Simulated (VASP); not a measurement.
A convergence study with VASP on TlCl (CsCl type): a few settings are varied, all else stays as given below, so the limit is that of these other settings. The cell's lengths are 1 % over those of the tabulated start and one atom is moved, so it is off equilibrium.

```xyz
2
Lattice="3.8784 0.0000 0.0000 0.0000 3.8784 0.0000 0.0000 0.0000 3.8784" Properties=species:S:1:pos:R:3 pbc="T T T"
Tl     0.0000     0.0000     0.0000
Cl     1.9998     1.9392     1.9392
```

The numbers are results of PBE GGA, VASP's PBE PAW potentials (set 64) (plane waves; VASP 6.6.1), not measurements. The last row used: 900 eV cut-off, 6×6×6 Γ-centred mesh, Gaussian smearing of 0.050 eV, potentials Tl_d Cl_h.

Gaps are read on the run's mesh, which can miss a band edge. Energies of different potentials or hybrids have different zeros.

```json
[
 {"setting": "ENCUT = 300, POTCAR Tl_d Cl", "E (eV/atom)": "-3.0082", "pressure (GPa)": "-0.07", "gap on the mesh (eV)": "2.165", "plane waves": "739"},
 {"setting": "ENCUT = 400, POTCAR Tl_d Cl", "E (eV/atom)": "-3.0071", "pressure (GPa)": "0.31", "gap on the mesh (eV)": "2.165", "plane waves": "1080"},
 {"setting": "ENCUT = 520, POTCAR Tl_d Cl", "E (eV/atom)": "-3.0070", "pressure (GPa)": "[?]", "gap on the mesh (eV)": "2.166", "plane waves": "1596"},
 {"setting": "ENCUT = 700, POTCAR Tl_d Cl", "E (eV/atom)": "-3.0072", "pressure (GPa)": "0.40", "gap on the mesh (eV)": "2.167", "plane waves": "2517"},
 {"setting": "ENCUT = 900, POTCAR Tl_d Cl", "E (eV/atom)": "-3.0071", "pressure (GPa)": "0.40", "gap on the mesh (eV)": "2.167", "plane waves": "3695"},
 {"setting": "ENCUT = 300, POTCAR Tl Cl", "E (eV/atom)": "-3.0325", "pressure (GPa)": "-0.33", "gap on the mesh (eV)": "2.162", "plane waves": "739"},
 {"setting": "ENCUT = 400, POTCAR Tl Cl", "E (eV/atom)": "-3.0327", "pressure (GPa)": "-0.19", "gap on the mesh (eV)": "2.163", "plane waves": "1080"},
 {"setting": "ENCUT = 520, POTCAR Tl Cl", "E (eV/atom)": "-3.0327", "pressure (GPa)": "-0.20", "gap on the mesh (eV)": "2.164", "plane waves": "1596"},
 {"setting": "ENCUT = 700, POTCAR Tl Cl", "E (eV/atom)": "-3.0327", "pressure (GPa)": "-0.17", "gap on the mesh (eV)": "2.164", "plane waves": "2517"},
 {"setting": "ENCUT = 900, POTCAR Tl Cl", "E (eV/atom)": "-3.0327", "pressure (GPa)": "-0.17", "gap on the mesh (eV)": "2.164", "plane waves": "3695"},
 {"setting": "ENCUT = 300, POTCAR Tl_d Cl_h", "E (eV/atom)": "-3.0177", "pressure (GPa)": "-1.62", "gap on the mesh (eV)": "2.153", "plane waves": "739"},
 {"setting": "ENCUT = 400, POTCAR Tl_d Cl_h", "E (eV/atom)": "-3.0070", "pressure (GPa)": "-0.11", "gap on the mesh (eV)": "2.164", "plane waves": "1080"},
 {"setting": "ENCUT = 520, POTCAR Tl_d Cl_h", "E (eV/atom)": "-3.0074", "pressure (GPa)": "0.31", "gap on the mesh (eV)": "2.166", "plane waves": "1596"},
 {"setting": "ENCUT = 700, POTCAR Tl_d Cl_h", "E (eV/atom)": "-3.0076", "pressure (GPa)": "0.39", "gap on the mesh (eV)": "2.165", "plane waves": "2517"},
 {"setting": "ENCUT = 900, POTCAR Tl_d Cl_h", "E (eV/atom)": "-3.0074", "pressure (GPa)": "0.39", "gap on the mesh (eV)": "2.166", "plane waves": "3695"}
]
```

Fill in the missing entries.

- ENCUT = 520, POTCAR Tl_d Cl, pressure (GPa): 0.33

Left out are rungs that failed or repeat a setting and relaxations that didn't move; long series are thinned to 24 rows.

The compound is TlCl in the CsCl type structure. The cell was not relaxed at this level, it is distorted from the ideal structure.
